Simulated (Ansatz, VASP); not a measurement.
# Cross-check of H between VASP and Ansatz, part 2 of 2

Aim: how closely do two programs agree when they are given the same cell, functional and k mesh? The cell is taken from a series of runs on this material, whose earlier steps may have relaxed, scaled, displaced or heated it; both programs get it as it stands.

VASP 6.6.1 and Ansatz 0.2.0.

So far: The starting structure; VASP: zone-centre phonons, LDA.

## Step 3: Ansatz: zone-centre phonons, LDA

Level of this step: Ansatz beside VASP: Kohn-Sham DFT, plane waves, LDA (Ansatz).

Ansatz runs on norm-conserving files, of PseudoDojo where its log says so.

The same cell, functional (in two slightly different forms) and mesh now go to Ansatz, which takes its cutoff from its data sets.

input.yaml reads:

```yaml
crystal:
  lattice:
    - [-1.406294471, 1.406294471, 1.931326024]
    - [1.406294471, -1.406294471, 1.931326024]
    - [1.406294471, 1.406294471, -1.931326024]
  atoms:
    - { symbol: H, position: [0.8988066283, 0.8988066283, 0.0] }
    - { symbol: H, position: [0.1011933717, 0.1011933717, 0.0] }
kpoints:
  mp_grid: { grid: [8, 8, 8] }
hamiltonian:
  xc: lda
  pseudopotentials: { kind: nc, accuracy: standard }
scf:
  occupations: { method: fixed }
output:
  eigenvalues: true
phonons:
  method: dfpt
  dielectric: true
  rigid_motions: translations
  qmesh: [4, 4, 4]
  temperatures: { t_max: 1000, t_step: 50 }
  qpath:
    path:
      - [[0.0, 0.0, 0.0], [0.0, 0.0, 0.5], [0.25, 0.25, 0.25], [0.0, 0.5, 0.0], [0.0, 0.0, 0.0], [0.5, 0.5, -0.5], [0.3825505, 0.6174495, -0.3825505]]
      - [[-0.3825505, 0.3825505, 0.3825505], [0.0, 0.0, 0.0]]
      - [[0.0, 0.0, 0.5], [-0.265101, 0.265101, 0.5]]
      - [[0.5, 0.5, -0.265101], [0.5, 0.5, -0.5]]
    npoints: 12
```

Run with:

```console
> ansatz run input.yaml --threads 2 --pin off --max-ram 4096MiB --backend cpu --events-out ev --progress --plain --runs-dir out
```

Output:

```text
Engine: ansatz 0.2.0, aarch64-unknown-linux-gnu
Pseudopotentials: kind: nc
Pseudopotential: H, nc, valence charge 1, recommended cutoff 1006.821291 eV (normal), H.nc.azcp (PseudoDojo's, or run here from an input of PseudoDojo's; its table is named by hamiltonian.pseudopotentials.accuracy)
Functional definition: SPW92
  exchange = slater_x
  correlation = pw_c
Crystal: 2 atoms, lattice volume = 15.278 Å³
Basis set: ecut = 1006.821291 eV, 1097 PW (Γ), exchange–correlation on 60×60×60 points (8 copies of the dense FFT grid, shifted against one another)
Bands: 5, of which v1, the nominal top of the filled ones, is band 1 counted from 1 (0 counted from 0)
Symmetry: 16 space group operations
k-points: 150 of 512 (irreducible under 2 space group operations, time reversal used)
Non-local potential: H, projectors of the file, l = 0: 2, l = 1: 1
Initial density: superposition of atomic densities (chi_scale 0.1, normalization cell)
Initial wavefunctions: pseudopotential atomic-orbital guess
Functional: x = slater, c = lda
SCF iter   1: F=—  HF=-31.536632 eV  |F-HF|=—  |Δ(HF+E_count)|=         —  Δρ=1.04e-1  dr2=1.20e0  ethr=3.10e-3  ⟨swp⟩=3.8  Hψ=5933  notcnv=0  defer=237
preconditioner: auto → none  [insulator: Δε(μ)=8.466 eV  Ē_g=19.601 eV  n_scr=0 (ndim 8)  ℏωp=13.4 eV  f_vac=0.000  ε∞_Penn≈1.5]
SCF iter   2: F=—  HF=-31.132483 eV  |F-HF|=—  |Δ(HF+E_count)|=   4.04e-1  Δρ=3.85e-2  dr2=1.69e-1  ethr=3.10e-3  ⟨swp⟩=3.2  Hψ=2441  notcnv=0  defer=292
SCF iter   3: F=—  HF=-31.065147 eV  |F-HF|=—  |Δ(HF+E_count)|=   6.73e-2  Δρ=1.16e-3  dr2=8.29e-5  ethr=3.10e-3  ⟨swp⟩=3.0  Hψ=1282  notcnv=0  defer=291
SCF iter   4: F=—  HF=-31.065142 eV  |F-HF|=—  |Δ(HF+E_count)|=   4.88e-6  Δρ=1.44e-4  dr2=2.71e-6  ethr=4.14e-6  ⟨swp⟩=2.6  Hψ=1123  notcnv=0  defer=298
SCF iter   5: F=—  HF=-31.065142 eV  |F-HF|=—  |Δ(HF+E_count)|=   5.45e-7  Δρ=1.03e-5  dr2=1.04e-8  ethr=1.36e-7  ⟨swp⟩=1.6  Hψ=838  notcnv=0  defer=124
SCF iter   6: F=—  HF=-31.065142 eV  |F-HF|=—  |Δ(HF+E_count)|=   9.15e-8  Δρ=1.11e-6  dr2=7.78e-11  ethr=5.00e-12  ⟨swp⟩=5.9  Hψ=4727  notcnv=0
SCF iter   7: F=-31.065142 eV  HF=-31.065142 eV  |F-HF|=7.67e-13  |Δ(HF+E_count)|=  8.16e-12  Δρ=1.40e-7  dr2=2.06e-12  ethr=3.89e-12  ⟨swp⟩=3.5  Hψ=2252  notcnv=0
SCF 1 converged in 7 iterations: F = -31.065142 eV  dr2 = 2.06e-12
NSCF: frozen V_eff on 2 k-points
DFPT response loops at Γ: preconditioner auto → none (the input reference at scf.mixing.eps_inf says where Resta's filter doesn't serve); β = 0.50; Broyden in place of MSR1
NSCF: frozen V_eff on 59 k-points
NSCF: frozen V_eff on 576 k-points
DFPT response loops at q = (0, 0, 0.25) (fractional): mixed as the last ones told, above
NSCF: frozen V_eff on 300 k-points
DFPT response loops at q = (0, 0, -0.5) (fractional): mixed as the last ones told, above
NSCF: frozen V_eff on 576 k-points
DFPT response loops at q = (0, 0.25, 0) (fractional): mixed as the last ones told, above
NSCF: frozen V_eff on 1024 k-points
DFPT response loops at q = (0, 0.25, 0.25) (fractional): mixed as the last ones told, above
NSCF: frozen V_eff on 300 k-points
DFPT response loops at q = (0, -0.5, 0) (fractional): mixed as the last ones told, above
NSCF: frozen V_eff on 1024 k-points
DFPT response loops at q = (0, -0.5, 0.25) (fractional): mixed as the last ones told, above
NSCF: frozen V_eff on 280 k-points
DFPT response loops at q = (0.25, 0.25, 0.25) (fractional): mixed as the last ones told, above
NSCF: frozen V_eff on 328 k-points
DFPT response loops at q = (0.25, 0.25, -0.25) (fractional): mixed as the last ones told, above
NSCF: frozen V_eff on 576 k-points
DFPT response loops at q = (0.25, -0.5, -0.5) (fractional): mixed as the last ones told, above
NSCF: frozen V_eff on 328 k-points
DFPT response loops at q = (0.25, -0.25, 0.25) (fractional): mixed as the last ones told, above
NSCF: frozen V_eff on 576 k-points
DFPT response loops at q = (0.25, -0.25, -0.5) (fractional): mixed as the last ones told, above
NSCF: frozen V_eff on 190 k-points
DFPT response loops at q = (-0.5, -0.5, -0.5) (fractional): mixed as the last ones told, above
SCF converged after 7 iterations
Free energy (F): -31.065142 eV
Harris-Foulkes:  -31.065142 eV  (|F-HF|=7.67e-13)
Internal energy: -31.065142 eV  (E = F + TS)
E sigma→0 (E₀):  -31.065142 eV
Fermi energy:    -6.030246 eV
--- Per-component energies (eV) ---
  E_band       = -15.583769
  E_kinetic    = 28.725691
  E_local      = -30.112703  (includes V_loc(G=0)·N_el)
  E_nonlocal   = -4.919229
  E_hartree    = 6.982148
  E_xc         = -17.797521
  E_vxc        = -23.241819  (∫ρ·V_xc dr)
  E_ewald      = -13.943528
  E_smearing   = -0.000000  (= −TS)
  E_closure    = 0.000000  (closes the sum)
  Σ components = -31.065142   (vs F -31.065142, Δ=0.00e0)
--- Band table (eV; the first three rows and the last of 150) ---
  k-point 0: bands = ["-10.9302", "10.5967", "12.8517", "21.3663", "21.3663"]
  k-point 1: bands = ["-10.4931", "9.3860", "11.7002", "18.7074", "19.6223"]
  k-point 2: bands = ["-9.2744", "7.1342", "9.7830", "15.9391", "16.7050"]
  k-point 149: bands = ["-6.0302", "1.4815", "9.4963", "12.2925", "12.2925"]
--- Phonons (Γ-DFPT): 2 representative perturbations + reference, on 150 of 512 k-points (Σ response iterations 7) ---
  k mesh reduced under 2 symmetry operations, with k and −k counted as one. Each operation leaves every solved perturbation unchanged. A smaller set is not considered because the run solves the response to a homogeneous field
  ASR residual: 1.583e-5 → 0.000e0 eV/Å²; symmetrization residual: 9.793e-8 eV/Å²
  ASR residual per site (eV/Å²): 1.58e-5 1.58e-5
  Γ frequencies (cm⁻¹): 0.00 0.00 0.00 533.26 533.26 3923.66
  ε∞ (high-frequency dielectric tensor):
        1.894672     0.000000     0.000000
        0.000000     1.894672     0.000000
        0.000000    -0.000000     2.326572
  ε⁰ (static dielectric tensor: ions relaxed, cell fixed):
        1.894672     0.000000     0.000000
        0.000000     1.894672     0.000000
        0.000000    -0.000000     2.326572
  ε⁰ − ε∞ (ionic part):
        0.000000     0.000000     0.000000
        0.000000     0.000000     0.000000
        0.000000     0.000000     0.000000
  softest optical mode at Γ: 533.26 cm⁻¹; the repairs (sum rule, projections) moved no ω² at Γ by more than (2.10 cm⁻¹)²
  Born effective charges Z* (e; rows j = field, columns β = displacement):
    site 0:
         0.00000    0.00000    0.00000
         0.00000    0.00000   -0.00000
         0.00000    0.00000    0.00000
    site 1:
         0.00000   -0.00000    0.00000
         0.00000    0.00000    0.00000
         0.00000    0.00000    0.00000
  Z* charge neutrality: 5.290e-6 e pre-enforcement
  k-mesh period / interband length: 22.2 Å / 0.93 Å = 23.94 at k = (-0.5000, -0.5000, -0.5000), direct gap 7.512 eV — 14 or more, which is no proof of convergence
  optical modes at Γ without the LO–TO term, one row a degenerate level:
      ω (cm⁻¹)  modes    IR ((D/Å)²/amu)
        533.26      2             0.0000
       3923.66      1             0.0000
  optical modes at Γ + LO–TO along q̂ = [1.0000, 0.0000, 0.0000]:
      ω (cm⁻¹)  modes    IR ((D/Å)²/amu)
        533.26      2             0.0000
       3923.66      1             0.0000
  optical modes at Γ + LO–TO along q̂ = [0.0000, 1.0000, 0.0000]:
      ω (cm⁻¹)  modes    IR ((D/Å)²/amu)
        533.26      2             0.0000
       3923.66      1             0.0000
  optical modes at Γ + LO–TO along q̂ = [0.0000, 0.0000, 1.0000]:
      ω (cm⁻¹)  modes    IR ((D/Å)²/amu)
        533.26      2             0.0000
       3923.66      1             0.0000
--- Phonons (arbitrary-q DFPT): 13 irreducible q on the 4×4×4 mesh ---
  q = [0.0000, 0.0000, 0.0000] (star 1, of the zone-centre solve; hermiticity 3.95e-9, symmetrization 1.97e-9): -0.00 -0.00 -0.00 533.26 533.26 3923.66
  q = [0.0000, 0.0000, 0.2500] (star 4, 2 solved perturbations in 452 linear systems a pass and spin channel, the states on 288 of 512 k-point pairs; hermiticity 2.97e-9, symmetrization 2.03e-15): 192.43 198.70 239.58 490.72 558.84 3937.30
  q = [0.0000, 0.0000, -0.5000] (star 2, 2 solved perturbations in 245 linear systems a pass and spin channel, the states on 150 of 512 k-point pairs; hermiticity 1.88e-15, symmetrization 2.16e-15): 263.93 272.76 332.42 442.62 584.36 3950.93
  q = [0.0000, 0.2500, 0.0000] (star 8, 3 solved perturbations on 288 of 512 k-point pairs; hermiticity 2.87e-9, symmetrization 8.31e-16): 138.11 142.03 249.40 514.00 550.28 3937.75
  q = [0.0000, 0.2500, 0.2500] (star 16, 3 solved perturbations on 512 of 512 k-point pairs: no pair is spared here; hermiticity 2.38e-9, symmetrization 2.45e-16): 233.80 249.69 317.21 481.19 554.80 3950.80
  q = [0.0000, -0.5000, 0.0000] (star 4, 3 solved perturbations on 150 of 512 k-point pairs; hermiticity 2.69e-9, symmetrization 9.78e-16): 192.40 198.19 337.15 494.11 564.94 3950.60
  q = [0.0000, -0.5000, 0.2500] (star 8, 2 solved perturbations in 800 linear systems a pass and spin channel, the states on 512 of 512 k-point pairs; hermiticity 5.47e-9, symmetrization 9.21e-16): 191.26 244.71 303.67 509.20 531.69 3951.61
  q = [0.2500, 0.2500, 0.2500] (star 2, 2 solved perturbations in 227 linear systems a pass and spin channel, the states on 140 of 512 k-point pairs; hermiticity 2.68e-9, symmetrization 1.48e-15): 260.74 289.85 289.85 523.14 523.14 3949.84
  q = [0.2500, 0.2500, -0.2500] (star 2, 2 solved perturbations in 264 linear systems a pass and spin channel, the states on 164 of 512 k-point pairs; hermiticity 5.47e-9, symmetrization 2.47e-15): 196.66 196.66 254.94 495.56 495.56 3956.50
  q = [0.2500, -0.5000, -0.5000] (star 8, 3 solved perturbations on 288 of 512 k-point pairs; hermiticity 5.04e-9, symmetrization 9.68e-16): 234.17 256.47 325.22 472.08 497.15 3968.92
  q = [0.2500, -0.2500, 0.2500] (star 4, 3 solved perturbations on 164 of 512 k-point pairs; hermiticity 2.27e-9, symmetrization 1.28e-15): 186.39 255.93 300.46 491.40 520.34 3952.17
  q = [0.2500, -0.2500, -0.5000] (star 4, 2 solved perturbations in 452 linear systems a pass and spin channel, the states on 288 of 512 k-point pairs; hermiticity 1.09e-9, symmetrization 1.00e-14): 259.49 300.74 306.58 445.81 521.53 3967.69
  q = [-0.5000, -0.5000, -0.5000] (star 1, 2 solved perturbations in 154 linear systems a pass and spin channel, the states on 95 of 512 k-point pairs; hermiticity 2.64e-15, symmetrization 1.91e-15): 271.83 271.83 344.65 448.79 448.79 3986.47
  sum rule: each row above includes the acoustic sum rule's correction from the zone centre's row sums; it moved no ω² by more than (2.07 cm⁻¹)²
  mesh force constants: q→R imaginary residual 0.00e0; ASR residual 1.583e-5 → 0.000e0 eV/Å²; symmetrization residual 2.132e-14 eV/Å²
  interpolated dispersion: 112 rows × 6 modes
  density of states and harmonic sums: on the 28×28×32 q-mesh, interpolated from the force constants of a 4×4×4 supercell (no non-analytic term)
  largest difference from the sums on the solved wave vectors: F 9.71e-3 eV, S 1.37e-5 and C_V 4.03e-6 eV/K
  zero-point energy: 0.354203 eV/cell   skipped modes (ω ≤ 0): 3   left out of the sums: 1.99e-5 of the cell's modes: C_V's classical limit lies that fraction below 3 k_B per atom; for a crystal, a wire or a layer, F and S can be off by more, and a phonons.interpolated_qmesh denser along its periods is the remedy for the sampling
```

The column dr2 measures how far the density is from self-consistency, as an energy; F and HF (Harris–Foulkes) agree once it is small.

## Step 4: Comparison

Known differences besides the potentials themselves: the two LDA forms differ slightly; fixed occupations in Ansatz, narrow Gaussian smearing in VASP; VASP's run holds the zone centre alone; the cutoff is 1006.82 eV in Ansatz and 500 eV in VASP; VASP's log shows a relativistic correction to its local exchange, Ansatz's none. Total energies have different zeros and are not compared.

Compared:

| quantity | Ansatz | VASP | difference |
| --- | --- | --- | --- |
| ε∞ xx | 1.89 | 1.90 | -0.16 % |
| ε∞ yy | 1.89 | 1.90 | -0.16 % |
| ε∞ zz | 2.33 | 2.33 | -0.11 % |
| Born charge of H1 (mean of the diagonal) (e) | 0.00 | 0.00 | 0.00 |
| optical mode 1 to 2 (cm⁻¹) | 533.3 | 504.4 | +5.73 % |
| optical mode 3 (cm⁻¹) | 3923.7 | 3945.5 | -0.55 % |

Modes are paired by rising frequency, not by their patterns, so a pair may set unlike modes beside each other; they are those without the splitting of longitudinal modes.

## Step 5: Results

| Quantity | Value |
| --- | --- |
| r.m.s. difference of the optical zone-centre modes, each program's sorted by frequency (zone-centre phonons, LDA) | 27 cm⁻¹ |
| difference in optical mode 1 to 2 (zone-centre phonons, LDA) | +5.7 % |

In words: The r.m.s. difference of the optical zone-centre modes, each program's sorted by frequency is 27 cm⁻¹ (zone-centre phonons, LDA). Among the rows given in per cent, the largest difference of the zone-centre phonons, LDA pair is in optical mode 1 to 2, +5.7 %. What causes the difference of the zone-centre phonons, LDA pair stays open here. How closely two codes agree says nothing of how well the functional describes the real material.

[Lines on the potential files, build, host, timing and source positions are cut from VASP's logs without a mark.]

[Logs are printed without paths, hosts, clocks, repeated set-up lines and the standing remarks that a program may print on its own settings, such as how far it seeks lower states.]

[Hosts, paths, dates, database ids (printed as entryN), source tags and the programs' standing remarks are cut or masked in the printed files.]
